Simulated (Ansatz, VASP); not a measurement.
## Two plane-wave programs on Be3Cl5

Contents of INCAR:

```
ALGO = Normal ; EDIFF = 1E-6
EDIFFG = -0.04 ; ENCUT = 600
GGA = PE ; IBRION = 2
ISIF = 3 ; ISMEAR = 0
LASPH = T ; LCHARG = F
LREAL = F ; LWAVE = F
NELM = 80 ; NSW = 90
PREC = Accurate ; SIGMA = 0.1
```

Contents of KPOINTS:

```
k-points
0
Gamma
  4 4 4
```

Contents of POSCAR:

```
Be3Cl5
1.0
    5.7845854800      0.0000000000      0.0000000000
    0.0000000000      5.7845854800      0.0000000000
    0.0000000000      0.0000000000      5.7845854800
Be Cl
3 5
Direct
    0.0000000000      0.5000000000      0.5000000000
    0.5000000000      0.0000000000      0.5000000000
    0.5000000000      0.5000000000      0.0000000000
    0.5000000000      0.0000000000      0.0000000000
    0.0000000000      0.5000000000      0.0000000000
    0.0000000000      0.0000000000      0.5000000000
    0.0000000000      0.0000000000      0.0000000000
    0.5000000000      0.5000000000      0.5000000000
```

Input for Ansatz:

```yaml
crystal:
  lattice:
    - [5.78458548, 0.0, 0.0]
    - [0.0, 5.78458548, 0.0]
    - [0.0, 0.0, 5.78458548]
  atoms:
    - { symbol: Be, position: [0.0, 0.5, 0.5] }
    - { symbol: Be, position: [0.5, 0.0, 0.5] }
    - { symbol: Be, position: [0.5, 0.5, 0.0] }
    - { symbol: Cl, position: [0.5, 0.0, 0.0] }
    - { symbol: Cl, position: [0.0, 0.5, 0.0] }
    - { symbol: Cl, position: [0.0, 0.0, 0.5] }
    - { symbol: Cl, position: [0.0, 0.0, 0.0] }
    - { symbol: Cl, position: [0.5, 0.5, 0.5] }
basis:
  ecutwfc: 420
kpoints:
  mp_grid: { grid: [4, 4, 4] }
hamiltonian:
  xc: pbe
scf:
  occupations: { method: gaussian, width: 0.1 }
  lower_state_search: "off"
output:
  forces: true
  stress: true
  eigenvalues: true
relax:
  adjacent_minimum: "off"
  f_tol: 0.04
  max_steps: 70
  cell: { stress_tol: 0.4 }
```

Alike in both runs: task relaxation of cell and atoms; functional PBE; k mesh 4 × 4 × 4; occupations gaussian, width 0.1 eV; no spin polarisation.

```csv
,VASP,Ansatz
version,VASP 6.6.1,Ansatz 0.2.0
potentials or method,"VASP PAW PBE potentials, release 64 (Be, Cl)","scalar-relativistic, plane waves, PAW"
plane-wave cutoff (eV),600,420
valence electrons in the cell,41,41
```

```csv
,VASP,Ansatz,Ansatz less VASP
"gap on the k mesh at the Fermi level, each at its own relaxed structure (eV)",none,none,-
relaxed volume (Å³/atom),18.86,18.97,+0.117
relaxed cell length with the largest relative difference (Å),5.323,5.334,+0.0110
energy change over the relaxation (meV/atom),-122,-122,-0.1
```

A gap of «none» marks a metal or a gap that the smearing closes.

Caveats: the volume moved by over 15 % at a fixed basis, so the end points are rough; an odd number of electrons without spin polarisation forces a metal; a magnetic or distorted state may lie lower.
